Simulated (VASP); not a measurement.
Input:

```xyz
2
Lattice="0.0000 3.3300 3.3300 3.3300 0.0000 3.3300 3.3300 3.3300 0.0000" Properties=species:S:1:pos:R:3 pbc="T T T"
Sr     0.0000     0.0000     0.0000
Te     3.3300     3.3300     3.3300
```

All values below come from r2SCAN meta-GGA, VASP's PBE PAW potentials (set 64) (plane waves; VASP 6.6.1). Run with 520 eV cut-off, 6×6×6 Γ-centred mesh, Gaussian smearing of 0.050 eV, potentials Sr_sv Te.

Energy and stress use the plane-wave basis of the starting cell.

### Question
The ions, cell shape and volume are relaxed. What does this cell relax into?

### Answer

```xyz
2
Lattice="0.0000 3.3559 3.3559 3.3559 0.0000 3.3559 3.3559 3.3559 0.0000" Properties=species:S:1:pos:R:3 pbc="T T T"
Sr     0.0000     0.0000     0.0000
Te     3.3559     3.3559     3.3559
```
Space group Fm-3m (225), at a tolerance of 0.03 Å.

### Question
How do energy and volume change from the first to the last step?

### Answer
The energy (σ→0) changes by -2.3 meV/atom and the volume by +2.3 %, in 3 ionic steps.

| step | E(σ→0) (eV) | max force (eV/Å) | pressure (GPa) | volume (Å³) |
|---|---|---|---|---|
| 1 | -44.5921 | 0.000 | 0.86 | 73.85 |
| 2 | -44.5964 | 0.000 | -0.18 | 75.98 |
| 3 | -44.5966 | 0.000 | 0.01 | 75.59 |

The compound is SrTe in the rock salt structure. This run relaxes it. Symmetry was kept, so distortions that lower it aren't found.
